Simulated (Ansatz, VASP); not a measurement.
# Cross-check of Te2Mo between VASP and Ansatz, part 2 of 2

One calculation is typed for both programs; each brings its own data sets and cutoff. How far apart do they land? The cell is taken from a series of VASP runs on this material, whose earlier steps may have relaxed, scaled or displaced it; both programs get it as it stands.

VASP 6.6.1 and Ansatz 0.2.0.

So far. Step 2 (Ansatz: single point, PBE): The run ends at a pressure of 0.20 GPa, with forces up to 0.012 eV/Å.

## (6) VASP: dielectric response, PBE

Level of this step: PBE, no spin polarisation; plane waves and PAW (Te, Mo_sv) (VASP).

The response to a field tests empty states and converges slowly with the mesh.

INCAR

```
SYSTEM = Te2Mo
PREC = Accurate
ENCUT = 400
EDIFF = 1E-08
NELM = 100
ISMEAR = 0
SIGMA = 0.01
LREAL = .FALSE.
ALGO = Normal
GGA = PE
NBANDS = 32
LASPH = .TRUE.
LORBIT = 11
LWAVE = .FALSE.
LCHARG = .FALSE.
KPAR = 4
LEPSILON = .TRUE.
```

POSCAR

```
Te2Mo
1.0
    3.5521460536      0.0000000000      0.0000000000
   -1.7760730269      3.0762487204      0.0000000000
    0.0000000000      0.0000000000     14.8481056287
Te Mo
4 2
Direct
    0.3333333333      0.6666666667      0.6280875356
    0.6666666667      0.3333333333      0.1280875356
    0.3333333333      0.6666666667      0.8719124644
    0.6666666667      0.3333333333      0.3719124644
    0.3333333333      0.6666666667      0.2500000000
    0.6666666667      0.3333333333      0.7500000000
```

KPOINTS

```
Automatic mesh
0
Gamma
16 16 4
0 0 0
```

Potentials, in the order of the species: Te and Mo_sv (PBE family, release 64).

Run with:

```console
$ mpirun -np 4 vasp_std
```

Numbers of over 12 decimals in the logs are rounded to 6 here.

What it wrote:

```text
[banner, memory and clock lines left out]
running    4 mpi-ranks, on    1 nodes
[...]
LDA part: xc-table for (Slater+PW92), standard interpolation
 POSCAR, INCAR and KPOINTS ok, starting setup
[...]
entering main loop
       N       E                     dE             d eps       ncg     rms          rms(c)
DAV:   1     0.331499935587E+03    0.33150E+03   -0.24118E+04  7096   0.117E+03
DAV:   2    -0.179895569324E+02   -0.34949E+03   -0.34101E+03  7344   0.299E+02
DAV:   3    -0.368693713361E+02   -0.18880E+02   -0.18650E+02  7208   0.593E+01
DAV:   4    -0.373788122243E+02   -0.50944E+00   -0.50748E+00  7296   0.972E+00
[...]
DAV:  18    -0.360680284773E+02   -0.53386E-07   -0.53675E-09  4152   0.355E-04    0.149E-03
DAV:  19    -0.360680285101E+02   -0.32848E-07   -0.12899E-09  3832   0.185E-04    0.738E-04
DAV:  20    -0.360680285146E+02   -0.45266E-08   -0.37304E-10  3720   0.101E-04
   1 F= -.36068029E+02 E0= -.36068029E+02  d E =-.292107-135
 Linear response reoptimize wavefunctions to high precision
[...]
RMM:  15    -0.861492874185E+01    0.27024E-05   -0.14430E-05 20621   0.313E-04    0.124E-05
RMM:  16    -0.861492792808E+01    0.81377E-06   -0.14006E-05 12486   0.275E-04    0.637E-06
 change of polarisation eV/A/(eV/A) component  2 :     0.085    16.084    -0.028
 dielectric tensor                  component  2 :     0.094    18.939    -0.031
 Linear response to external field, progress :
  Direction:   3
       N       E                     dE             d eps       ncg     rms          rms(c)
RMM:   1    -0.431760406208E+01   -0.43176E+01   -0.21175E+01 12716   0.805E+00
RMM:   2    -0.473509066384E+01   -0.41749E+00   -0.29602E-01  9544   0.156E+00    0.727E+00
RMM:   3    -0.317440395405E+01    0.15607E+01   -0.60515E+00  9403   0.515E+00    0.387E+00
RMM:   4    -0.311565755620E+01    0.58746E-01   -0.15512E+00 10100   0.218E+00    0.216E+00
[...]
RMM:  18    -0.318287217537E+01    0.48130E-06   -0.20672E-06  4689   0.270E-04    0.176E-05
RMM:  19    -0.318287171316E+01    0.46221E-06   -0.20888E-06  4749   0.272E-04    0.146E-05
RMM:  20    -0.318287177543E+01   -0.62263E-07   -0.15630E-06  3650   0.264E-04    0.359E-06
 change of polarisation eV/A/(eV/A) component  3 :    -0.072     0.041     5.933
 dielectric tensor                  component  3 :    -0.081     0.046     7.617
 Born effective charges drift removed
```

Parts of OUTCAR (step 6):

```text
  Total        0.0172217      0.0172217      0.0376784     -0.0000000      0.0000000      0.0000000
  in kB        0.1700603      0.1700603      0.3720662     -0.0000000      0.0000000      0.0000000
  external PRESSURE =       0.2373956 kB  Pullay stress =       0.0000000 kB

 POSITION                                       TOTAL-FORCE (eV/Angst)
 -----------------------------------------------------------------------------------
     -0.00000      2.05083      9.32591         0.000000     -0.000000      0.001310
      1.77607      1.02542      1.90186        -0.000000     -0.000000      0.001310
     -0.00000      2.05083     12.94625         0.000000     -0.000000     -0.001310
      1.77607      1.02542      5.52220         0.000000     -0.000000     -0.001310
     -0.00000      2.05083      3.71203        -0.000000     -0.000000      0.000000
      1.77607      1.02542     11.13608        -0.000000      0.000000      0.000000
 -----------------------------------------------------------------------------------
    total drift:                               -0.000000      0.000000     -0.000000

 MACROSCOPIC STATIC DIELECTRIC TENSOR (including local field effects in DFT)
 ------------------------------------------------------
          18.938643    -0.000000     0.000000
          -0.000000    18.938643     0.000000
           0.000000    -0.000000     7.617137
 ------------------------------------------------------

[... 1 part as in an earlier step ...]

[... 1 further part left out ...]
```

## (7) Ansatz: dielectric response, PBE

The same cell, functional and mesh now go to Ansatz, which takes its cutoff from its data sets.

The cell is taken from a series of VASP runs on this material, whose earlier steps may have relaxed, scaled or displaced it; both programs get it as it stands.

input.yaml

```yaml
crystal:
  lattice:
    - [3.5521460536, 0.0, 0.0]
    - [-1.7760730269, 3.0762487204, 0.0]
    - [0.0, 0.0, 14.8481056287]
  atoms:
    - { symbol: Te, position: [0.3333333333, 0.6666666667, 0.6280875356] }
    - { symbol: Te, position: [0.6666666667, 0.3333333333, 0.1280875356] }
    - { symbol: Te, position: [0.3333333333, 0.6666666667, 0.8719124644] }
    - { symbol: Te, position: [0.6666666667, 0.3333333333, 0.3719124644] }
    - { symbol: Mo, position: [0.3333333333, 0.6666666667, 0.25] }
    - { symbol: Mo, position: [0.6666666667, 0.3333333333, 0.75] }
hamiltonian:
  xc: pbe
  pseudopotentials: { kind: paw }
kpoints:
  mp_grid: { grid: [16, 16, 4] }
scf:
  occupations: { method: fixed }
dielectric:
  method: response
```

Run with:

```console
$ ansatz run input.yaml --threads 4 --pin off --max-ram 9216MiB --backend cpu --events-out ev --progress --plain --runs-dir out
```

What it wrote:

```text
[...]
Crystal: 6 atoms, lattice volume = 162.249 Å³
Basis set: ecut = 420 eV, 3151 PW (Γ), exchange–correlation on 48×48×200 points (8 copies of the dense FFT grid, shifted against one another)
Bands: 56, of which v1, the nominal top of the filled ones, is band 46 counted from 1 (45 counted from 0)
Symmetry: 24 space group operations
k-points: 282 of 1024 (irreducible under 2 space group operations, time reversal used)
[...]
site 2:
[...]
site 3:
[...]
site 4:
[...]
-0.00000    0.00000   -1.18156
    site 5:
        -3.17816    0.00000    0.00000
        -0.00000   -3.17816   -0.00000
        -0.00000    0.00000   -1.18156
  Z* charge neutrality: 2.485e-2 e pre-enforcement
  solved inside a basis spanned on kpoints, on 16×16×4 k-points, its susceptibility summed on 20×20×4: ε∞ is read to err by 1.0e-1, Z* by 2.4e-2 e (field_mesh: kpoints solves on kpoints); Z* is corrected for what the basis lacks
[key lines of the parts left out:]
SCF converged after 10 iterations
Free energy (F): -37833.479206 eV
Fermi energy:    11.019620 eV
```

Elapsed: 14 min, on 4 threads of Arm Neoverse N1, shared host; peak memory 7.9 GiB; 56 min of CPU time.

## (8) Comparison

What differs besides the data sets and the points named for the pairs above, as far as they apply: VASP's response is taken on the typed mesh, Ansatz refines its own for the field response alone. Total energies have different zeros and are not compared.

Both answers:

```csv
quantity,Ansatz,VASP,difference
ε∞ xx,18.94,18.94,-0.01 %
ε∞ yy,18.94,18.94,-0.01 %
ε∞ zz,7.62,7.62,+0.01 %
Born charge of Te1 (mean of the diagonal) (e),1.26,1.27,-0.01
Born charge of Mo5 (mean of the diagonal) (e),-2.51,-2.53,+0.02
```

## (9) Outcome

| Quantity | Value |
| --- | --- |
| difference in gap on the k mesh (single point, PBE) | -0.0051 eV |
| r.m.s. force difference (single point, PBE) | 6.9 meV/Å |
| difference in ε∞ zz (dielectric response, PBE) | 0.013 % |

**Reading.** The r.m.s. force difference is 6.9 meV/Å (single point, PBE), within the 12 meV/Å picked in this series as the mark of a large difference. For single point, PBE, no further run moves any of the tabulated differences by more than a quarter of its size. Such differences can come from data sets, numerical settings and the points named under the comparisons, not from the functional's error against experiment.

[Lines on the potential files, build, host, timing and source positions are cut from VASP's logs without a mark.]

[Logs are printed without paths, hosts, clocks, repeated set-up lines and the standing remarks that a program may print on its own settings, such as how far it seeks lower states.]

[Hosts, paths, dates, database ids (printed as entryN), source tags and the programs' standing remarks are cut or masked in the printed files.]
